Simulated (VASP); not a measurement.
# AlB2Sb3 (I-4m2) in VASP: density of states with PBE

Aim: the density of states of AlB2Sb3 with PBE.

Program: VASP 6.6.1. These are calculated values, not measurements. Logs are shortened: lines on timing, memory, paths and dates and some standing lists are left out, and cuts for length are marked.

### Step 1. The crystal as given

It takes space group I-4m2 (No. 119, tetragonal). The conventional cell has a = 3.924 Å, b = 3.924 Å, c = 17.166 Å, α = 90.00°, β = 90.00°, γ = 90.00°. Around Al (site symmetry -4m2) lie 4 Sb at 2.62 Å. B (site symmetry 2mm) is surrounded by 4 Sb at 2.34 to 2.35 Å. Sb (site symmetry 2mm) has 2 B at 2.35 Å and 2 Al at 2.62 Å as nearest neighbours. Sb (site symmetry -4m2) has 4 B at 2.34 Å as nearest neighbours.

The cell was built by a generator and needn't be a form met in nature.

### Step 2. Density of states, PBE

POSCAR

```
AlB2Sb3
1.0
   -1.9617700000      1.9617700000      8.5829000000
    1.9617700000     -1.9617700000      8.5829000000
    1.9617700000      1.9617700000     -8.5829000000
Al B Sb
1 2 3
Direct
    0.0000000000      0.0000000000      0.0000000000
    0.6758300000      0.6758300000      0.0000000000
    0.3241700000      0.3241700000      0.0000000000
    0.1009370000      0.6009370000      0.5000000000
    0.3990630000      0.8990630000      0.5000000000
    0.7500000000      0.2500000000      0.5000000000
```

INCAR.step1

```
SYSTEM = AlB2Sb3
ALGO = Fast
EDIFF = 1E-6
ENCUT = 520
GGA = PE
ISIF = 2
ISMEAR = 0
KPAR = 4
LASPH = .True.
LCHARG = .True.
LREAL = .False.
LWAVE = .False.
NBANDS = 21
NELM = 60
PREC = Accurate
SIGMA = 0.1
```

KPOINTS.step1

```
k-points
0
Gamma
  10 10 10
  0 0 0
```

INCAR.step2

```
SYSTEM = AlB2Sb3
ALGO = Fast
EDIFF = 1E-6
ENCUT = 520
GGA = PE
ICHARG = 11
ISIF = 2
ISMEAR = -5
KPAR = 4
LASPH = .True.
LCHARG = .False.
LORBIT = 11
LREAL = .False.
LWAVE = .False.
NBANDS = 21
NEDOS = 1001
NELM = 60
PREC = Accurate
SIGMA = 0.1
```

KPOINTS.step2

```
k-points
0
Gamma
  15 15 15
  0 0 0
```

Potentials or basis: VASP PAW PBE potentials, release 64 (Al, B, Sb).

Command:

```console
$ cat potpaw_PBE.64/Al/POTCAR potpaw_PBE.64/B/POTCAR potpaw_PBE.64/Sb/POTCAR > POTCAR
$ cp INCAR.step1 INCAR
$ cp KPOINTS.step1 KPOINTS
$ mpirun -np 4 vasp_std > vasp.out
$ cp INCAR.step2 INCAR
$ cp KPOINTS.step2 KPOINTS
$ mpirun -np 4 vasp_std > vasp.out
```

OUTCAR:

```text
SYSTEM = AlB2Sb3
   EDIFF = 1E-6
   ENCUT = 520
   GGA = PE
   ICHARG = 11
   ISIF = 2
   ISMEAR = -5
   LASPH = .True.
   LORBIT = 11
   LREAL = .False.
   NELM = 60
   PREC = Accurate

 ion  position               nearest neighbor table
   1  0.000  0.000  0.000-   4 2.62   5 2.62   4 2.62   5 2.62
   2  0.676  0.676  0.000-   6 2.34   6 2.34   4 2.35   4 2.35
   3  0.324  0.324  0.000-   6 2.34   6 2.34   5 2.35   5 2.35
   4  0.101  0.601  0.500-   2 2.35   2 2.35   1 2.62   1 2.62   6 3.77   6 3.77   6 3.77   6 3.77

   5  0.399  0.899  0.500-   3 2.35   3 2.35   1 2.62   1 2.62   6 3.77   6 3.77   6 3.77   6 3.77

   6  0.750  0.250  0.500-   3 2.34   2 2.34   3 2.34   2 2.34   4 3.77   5 3.77   5 3.77   5 3.77
                             4 3.77   5 3.77   4 3.77   4 3.77

  LATTYP: Found a body centered tetragonal cell.
 ALAT       =     3.9235400000
 C/A-ratio  =     4.3750796475

  Lattice vectors:

 A1 = (  -1.9617700000,   1.9617700000,   8.5829000000)
 A2 = (   1.9617700000,  -1.9617700000,   8.5829000000)
 A3 = (   1.9617700000,   1.9617700000,  -8.5829000000)

Analysis of symmetry for initial positions (statically):
=====================================================================
 Subroutine PRICEL returns:
 Original cell was already a primitive cell.

 Routine SETGRP: Setting up the symmetry group for a
 body centered tetragonal supercell.

 Subroutine GETGRP returns: Found  8 space group operations
 (whereof  8 operations were pure point group operations)
 out of a pool of 16 trial point group operations.

The static configuration has the point symmetry D_2d.

Analysis of symmetry for dynamics (positions and initial velocities):
=====================================================================
 Subroutine PRICEL returns:
 Original cell was already a primitive cell.

 Routine SETGRP: Setting up the symmetry group for a
 body centered tetragonal supercell.

 Subroutine GETGRP returns: Found  8 space group operations
 (whereof  8 operations were pure point group operations)
 out of a pool of 16 trial point group operations.

The dynamic configuration has the point symmetry D_2d.

 Subroutine INISYM returns: Found  8 space group operations
 (whereof  8 operations are pure point group operations),
 and found     1 'primitive' translations

----------------------------------------------------------------------------------------

                                     Primitive cell

  volume of cell :     132.1266

  direct lattice vectors                    reciprocal lattice vectors
    -1.961770000  1.961770000  8.582900000     0.000000000  0.254871876  0.058255368
     1.961770000 -1.961770000  8.582900000     0.254871876  0.000000000  0.058255368
     1.961770000  1.961770000 -8.582900000     0.254871876  0.254871876  0.000000000

  length of vectors
     9.020158284  9.020158284  9.020158284     0.261444757  0.261444757  0.360443264

  position of ions in fractional coordinates (direct lattice)
     0.000000000  0.000000000  0.000000000
     0.675830000  0.675830000  0.000000000
     0.324170000  0.324170000  0.000000000
     0.100937000  0.600937000  0.500000000
     0.399063000  0.899063000  0.500000000
     0.750000000  0.250000000  0.500000000

  ion indices of the primitive-cell ions
   primitive index   ion index
                 1           1
                 2           2
                 3           3
                 4           4
                 5           5
                 6           6

----------------------------------------------------------------------------------------

 KPOINTS: k-points

Automatic generation of k-mesh.
 Grid dimensions read from file:
 generate k-points for:   15   15   15

 Generating k-lattice:

  Cartesian coordinates                     Fractional coordinates (reciprocal lattice)
     0.000000000  0.016991458  0.003883691     0.066666667  0.000000000  0.000000000
     0.016991458  0.000000000  0.003883691     0.000000000  0.066666667  0.000000000
     0.016991458  0.016991458  0.000000000     0.000000000  0.000000000  0.066666667

  Length of vectors
     0.017429650  0.017429650  0.024029551

  Shift w.r.t. Gamma in fractional coordinates (k-lattice)
     0.000000000  0.000000000  0.000000000

 TETIRR: Found   4311 inequivalent tetrahedra from    20250

 Subroutine IBZKPT returns following result:
 ===========================================

 Found    288 irreducible k-points:

 Following reciprocal coordinates:
            Coordinates               Weight
  0.000000  0.000000  0.000000      1.000000
  0.066667 -0.000000  0.000000      8.000000
  0.133333  0.000000  0.000000      8.000000
  0.200000  0.000000 -0.000000      8.000000
  0.266667  0.000000  0.000000      8.000000
  0.333333  0.000000  0.000000      8.000000
[... 16 lines left out ...]
  0.133333  0.133333  0.000000      8.000000
  0.200000  0.133333  0.000000     16.000000
 [... further k-points ...]
   k-points           NKPTS =    288   k-points in BZ     NKDIM =    288   number of bands    NBANDS=     21
   number of dos      NEDOS =   1001   number of ions     NIONS =      6
   total plane-waves  NPLWV = 343000
   dimension x,y,z NGX =    70 NGY =   70 NGZ =   70
   dimension x,y,z NGXF=   140 NGYF=  140 NGZF=  140
   ions per type =               1   2   3
   NGX,Y,Z   is equivalent  to a cutoff of  12.90, 12.90, 12.90 a.u.
   NGXF,Y,Z  is equivalent  to a cutoff of  25.80, 25.80, 25.80 a.u.
 SYSTEM =  AlB2Sb3
   PREC   = accura    normal or accurate (medium, high low for compatibility)
   ISTART =      0    job   : 0-new  1-cont  2-samecut
   ICHARG =     11    charge: 1-file 2-atom 10-const
   ISPIN  =      1    spin polarized calculation?
   LNONCOLLINEAR =      F non collinear calculations
   LSORBIT =      F    spin-orbit coupling
   LASPH  =      T    aspherical Exc in radial PAW
   ENCUT  =  520.0 eV  38.22 Ry    6.18 a.u.  16.77 16.77 16.77*2*pi/ulx,y,z
   NELM   =     60;   NELMIN=  2; NELMDL=  0     # of ELM steps
   EDIFF  = 0.1E-05   stopping-criterion for ELM
   LREAL  =      F    real-space projection
   EDIFFG = 0.1E-04   stopping-criterion for IOM
   NSW    =      0    number of steps for IOM
   IBRION =     -1    ionic relax: 0-MD 1-quasi-New 2-CG
   NFREE  =      0    steps in history (QN), initial steepest desc. (CG)
   ISIF   =      2    stress and relaxation
   ISYM   =      2    0-nonsym 1-usesym 2-fastsym
   POTIM  = 0.5000    time-step for ionic-motion
   TEBEG  =    0.0;   TEEND  =   0.0 temperature during run
   PSTRESS=    0.0 pullay stress
   NELECT =      24.0000    total number of electrons
   NUPDOWN=      -1.0000    fix difference up-down
   EMIN   =  10.00;   EMAX   =-10.00  energy-range for DOS
   EFERMI =   0.00;   METHOD = LEGACY
   ISMEAR =    -5;   SIGMA  =   0.10  broadening in eV -4-tet -1-fermi 0-gaus
   EFERMI_NEDOS =   21; number of points for ismear=-14 and -15
   IALGO  =     68    algorithm
   IMIX   =      4    mixing-type and parameters
     AMIX     =   0.40;   BMIX     =  1.00
     AMIX_MAG =   1.60;   BMIX_MAG =  1.00
  volume/ion in A,a.u.               =      22.02       148.61
  Fermi-wavevector in a.u.,A,eV,Ry     =   0.927147  1.752053 11.695584  0.859601
  Thomas-Fermi vector in A             =   2.053185
   LORBIT       =     11    0 simple, 1 ext, 2 COOP (PROOUT), +10 PAW based schemes
   GGA     = PE    functional components
   LHFCALC =     F    Hartree Fock is set to
   AEXX    =    0.0000 exact exchange contribution
   IVDW    =     0    specifies the selected vdW correction
   LEPSILON=     F    determine dielectric tensor
   LRPA    =     F    only Hartree local field effects (RPA)
 non-spin polarized calculation
 RMM-DIIS sequential band-by-band and
 Fermi weights with tetrahedron method with Bloechl corrections
  energy-cutoff  :      520.00
  volume of cell :      132.13
 maximum number of plane-waves:      3588
 NGX is ok and might be reduce to    70

 number of electron      24.0000000 magnetization

 Free energy of the ion-electron system (eV)
  ---------------------------------------------------
  ext. energy  EPLUGINS =         0.00000000
  ---------------------------------------------------
  free energy    TOTEN  =       -27.52877440 eV

  energy without entropy =      -27.52877440  energy(sigma->0) =      -27.52877440

 E-fermi :   6.6832     XC(G=0):  -9.4293

 val. band max:        6.6821247198   @ k =   0.0000   0.0000   0.0000
 cond. band min:       6.9281785368   @ k =   0.0000   0.0000   0.0000
 fundamental gap:      0.2460538170
 Fermi energy:         6.6831832319

 k-point     1 :       0.0000    0.0000    0.0000
  band No.  band energies     occupation
      1      -6.2787      2.00000
      2      -4.6682      2.00000
      3      -3.9091      2.00000
      4       0.7982      2.00000
      5       1.2682      2.00000
      6       3.0803      2.00000
[... 13 lines left out ...]
     20       9.5260      0.00000
     21      12.5105      0.00000

 k-point     2 :       0.0667   -0.0000    0.0000
  band No.  band energies     occupation
      1      -6.2403      2.00000
      2      -4.6493      2.00000
      3      -3.8718      2.00000
      4       0.6943      2.00000
      5       1.2598      2.00000
      6       2.9896      2.00000
[... 13 lines left out ...]
     20       9.8536      0.00000
     21      12.5091      0.00000
[... 487 lines left out ...]
      5       1.1748      2.00000
      6       2.5989      2.00000
[... 13 lines left out ...]
     20      10.7958      0.00000
     21      11.3654      0.00000

 k-point    24 :       0.2000    0.1333    0.0000
  band No.  band energies     occupation
      1      -5.7725      2.00000
      2      -4.4744      2.00000
      3      -3.4172      2.00000
      4      -0.1171      2.00000
      5       0.9550      2.00000
      6       2.3598      2.00000
[... 13 lines left out ...]
     20      11.0547      0.00000
     21      11.2616      0.00000

 [... further k-points ...]
[... 5 lines left out ...]
  --------------------------------------------------------------------------------------
  -------------------------------------------------------------------------------------
  Total       -0.0055638     -0.0055638      0.0080227      0.0000000      0.0000000      0.0000000
  in kB       -0.0674666     -0.0674666      0.0972842      0.0000000      0.0000000      0.0000000
  external PRESSURE =      -0.0125497 kB  Pullay stress =       0.0000000 kB

 VOLUME and BASIS-vectors are now :
 -----------------------------------------------------------------------------
  energy-cutoff  :      520.00
  volume of cell :      132.13
      direct lattice vectors                 reciprocal lattice vectors
    -1.961770000  1.961770000  8.582900000     0.000000000  0.254871876  0.058255368
     1.961770000 -1.961770000  8.582900000     0.254871876  0.000000000  0.058255368
     1.961770000  1.961770000 -8.582900000     0.254871876  0.254871876  0.000000000

 POSITION                                       TOTAL-FORCE (eV/Angst)
 -----------------------------------------------------------------------------------
      0.00000      0.00000      0.00000         0.000000     -0.000000     -0.000000
      0.00000      0.00000     11.60116        -0.000000      0.000000     -0.004206
      0.00000      0.00000      5.56464        -0.000000      0.000000      0.004206
      1.96177      0.00000      1.73266         0.000000     -0.000000     -0.001207
      1.96177     -0.00000      6.85024         0.000000     -0.000000      0.001207
     -0.00000      1.96177      4.29145         0.000000     -0.000000     -0.000000
 -----------------------------------------------------------------------------------
    total drift:                                0.000000     -0.000000      0.000000

  FREE ENERGIE OF THE ION-ELECTRON SYSTEM (eV)
  ---------------------------------------------------
  free  energy   TOTEN  =       -27.5287744038 eV

  energy  without entropy=      -27.5287744038  energy(sigma->0) =      -27.52877440

 total charge

# of ion       s       p       d       tot
------------------------------------------
    1        0.421   0.395   0.000   0.816
    2        0.659   0.999   0.000   1.658
    3        0.659   0.999   0.000   1.658
    4        1.101   1.385   0.043   2.529
    5        1.101   1.385   0.043   2.529
    6        1.098   1.299   0.062   2.459
--------------------------------------------------
tot          5.038   6.462   0.148  11.648
```

It took 15 min on 4 MPI ranks of Intel Xeon Platinum 8488C (Sapphire Rapids), shared host; peak memory 1.2 GiB.

Results:

| Item | Value |
| --- | --- |
| Valence electrons inside the program's atomic spheres | Al 0.82; B 1.66; Sb 2.53, 2.46 |

States per cell in windows of 1 eV (zero at the valence-band top; states under -8 eV left out):
```csv
from (eV),total,B2_p,B3_p,Sb4_p,Sb5_p,Sb6_p,B2_s
-8.0,2.17,0.03,0.03,0.08,0.08,0.15,0.24
-7.0,1.29,0.03,0.03,0.06,0.06,0.09,0.10
-6.0,1.69,0.04,0.04,0.12,0.12,0.05,0.04
-5.0,2.84,0.16,0.16,0.19,0.19,0.24,0.04
-4.0,3.92,0.27,0.27,0.31,0.31,0.31,0.03
-3.0,3.72,0.28,0.28,0.34,0.34,0.26,0.01
-2.0,1.52,0.09,0.09,0.15,0.15,0.11,0.01
-1.0,0.93,0.03,0.03,0.12,0.12,0.06,0.00
0.0,1.12,0.04,0.04,0.02,0.02,0.04,0.05
1.0,3.69,0.19,0.19,0.08,0.08,0.10,0.12
2.0,3.62,0.20,0.20,0.14,0.14,0.12,0.08
3.0,4.35,0.27,0.27,0.17,0.17,0.16,0.05
4.0,4.07,0.29,0.29,0.15,0.15,0.23,0.04
5.0,1.03,0.09,0.09,0.05,0.05,0.05,0.01
6.0,0.15,0.02,0.02,0.01,0.01,0.00,0.00
```

The run has no spin-orbit coupling, so splittings on Sb are missing.
